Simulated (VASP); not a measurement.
Set up this calculation in VASP 6.6.1, as the native input.

* Task: relaxation of cell and atoms
* Functional: PBE
* Dispersion: rVV10
* Potentials or basis: VASP PAW PBE potentials, release 64 (Hf_pv, In_d, Si, O)
* Cutoff: 600 eV
* k mesh: 6 × 6 × 4
* Occupations: fermi-dirac, width 0.05 eV
* Spin: no spin polarisation
* Further INCAR settings: ALGO = Fast; EDIFF = 1e-07; IBRION = 2; EDIFFG = -0.01; NSW = 40; ISIF = 3

The structure of HfIn4SiO6 lies in POSCAR:

```
HfIn4SiO6
1.0
    2.7158500000     -4.7035700000      0.0083300000
    2.7158500000      4.7035700000      0.0083300000
   -1.8791500000      0.0000000000      7.4012700000
Hf In Si O
1 4 1 6
Direct
    0.7883500000      0.2116500000      0.0000000000
    0.6217500000      0.3782500000      0.5000000000
    0.4550200000      0.5449800000      0.0000000000
    0.2840700000      0.7159300000      0.5000000000
    0.9581400000      0.0418600000      0.5000000000
    0.1216800000      0.8783200000      0.0000000000
    0.0621900000      0.1141500000      0.8666600000
    0.8858500000      0.9378100000      0.1333400000
    0.7949000000      0.5378400000      0.8666300000
    0.4621600000      0.2051000000      0.1333700000
    0.1535200000      0.6287900000      0.1333300000
    0.3712100000      0.8464800000      0.8666700000
```

The cell was built by a generator and needn't be a form met in nature.

These files were run (other wordings do the same):

INCAR

```
SYSTEM = HfIn4SiO6
PREC     = Accurate       ! precision mode
ENCUT    = 600            ! plane-wave cutoff, eV
EDIFF    = 1E-7           ! SCF threshold, eV
ISMEAR   = -1             ! smearing method
SIGMA    = 0.05           ! smearing width, eV
LREAL    = .FALSE.        ! projectors in reciprocal space
LASPH    = .TRUE.         ! aspherical terms in the spheres
NELM     = 80             ! most SCF steps
ALGO     = Fast           ! electronic algorithm
ISIF     = 3              ! what is computed and relaxed
LWAVE    = .FALSE.        ! write WAVECAR
LCHARG   = .FALSE.        ! write CHGCAR
GGA      = PE             ! functional
LUSE_VDW = .TRUE.       
IVDW_NL  = 2            
BPARAM   = 10.0         
CPARAM   = 0.0093       
IBRION   = 2              ! ionic algorithm
NSW      = 40             ! ionic steps
EDIFFG   = -0.01          ! ionic threshold
KPAR     = 4
```

KPOINTS

```
Automatic mesh
0
G
  6 6 4
  0 0 0
```

Potentials or basis: VASP PAW PBE potentials, release 64 (Hf_pv, In_d, Si, O).

Run with:

```console
$ cat potpaw_PBE.64/Hf_pv/POTCAR potpaw_PBE.64/In_d/POTCAR potpaw_PBE.64/Si/POTCAR potpaw_PBE.64/O/POTCAR > POTCAR
$ mpirun -np 4 vasp_std > vasp.out
```

Results of the run:

```yaml
Relaxed_volume: 15.35 Å³/atom
Relaxed_cell: a = 5.411 Å, b = 5.411 Å, c = 7.494 Å, α = 97.10°, β = 97.10°, γ = 119.94°
Space_group_after_relaxing_to_0.05_Å: C2 (No. 5)
Energy_gained_by_relaxing: 2.8 meV/atom
Ionic_steps: 9
Pressure_after_relaxing: 0.0 GPa
Largest_force_after_relaxing: 0.006 eV/Å
Band_gap_on_the_k_mesh: none (metal or under the smearing width)
```

Run time: 46 min on 4 MPI ranks on AMD EPYC 7R13 Processor (Zen 3), on a shared host, peak memory 1.3 GiB a rank.
